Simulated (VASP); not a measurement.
Crystal: NaBe2Se2.

```xyz
5
Lattice="3.6723 0.0000 0.0000 -1.8361 3.1803 0.0000 0.0000 0.0000 8.0112" Properties=species:S:1:pos:R:3 pbc="T T T"
Na    0.0000    0.0000    4.0056
Be    0.0000    2.1202    1.1728
Be    0.0000    2.1202    6.8384
Se    1.8362    1.0601    1.8307
Se    1.8362    1.0601    6.1804
```

The cell was built by a generator and needn't be a form met in nature.

* Program: VASP 6.6.1
* Task: relaxation of cell and atoms
* Functional: PBEsol
* Dispersion: D3(BJ)
* Potentials or basis: VASP PAW PBE potentials, release 64 (Na_pv, Be, Se)
* Cutoff: 600 eV
* k mesh: 6 × 6 × 3
* Occupations: fermi-dirac, width 0.05 eV
* Spin: no spin polarisation

At the start: pressure -3.6 GPa; volume 18.71 Å³/atom.

**Question.** How do energy, volume and symmetry change on relaxing?

**Answer.** Over 9 steps the energy falls by 15.2 meV/atom and the volume is 17.42 Å³/atom (-6.9 %); space group P-6m2 (No. 187, to 0.05 Å).

Step by step:
```
step  energy change (eV)  largest force (eV/Å)  pressure (GPa)  volume (Å³)
   1              0.0000                0.0810           -3.60        93.56
   2             -0.0690                0.0358           -0.19        87.99
   3             -0.0691                0.0403           -0.04        87.79
   4             -0.0745                0.0412           -0.01        87.39
   5             -0.0751                0.0565            0.00        87.21
   6             -0.0756                0.0399            0.00        87.19
   7             -0.0762                0.0074           -0.02        87.13
   8             -0.0762                0.0069           -0.02        87.13
   9             -0.0762                0.0025            0.01        87.08
```

Final structure:
```yaml
crystal:
  lattice:
    - [3.60563, 0.00001, 0.00000]
    - [-1.80281, 3.12256, 0.00000]
    - [0.00000, 0.00000, 7.73447]
  atoms:
    - { symbol: Na, position: [0.00000, 0.00000, 0.50000] }
    - { symbol: Be, position: [0.33333, 0.66667, 0.14781] }
    - { symbol: Be, position: [0.33333, 0.66667, 0.85219] }
    - { symbol: Se, position: [0.66667, 0.33333, 0.22960] }
    - { symbol: Se, position: [0.66667, 0.33333, 0.77040] }
```

Caveat: the PAW data sets were made with another functional, which shifts forces and pressure a little; pairwise dispersion overbinds metals, which lowers pressure and volume.
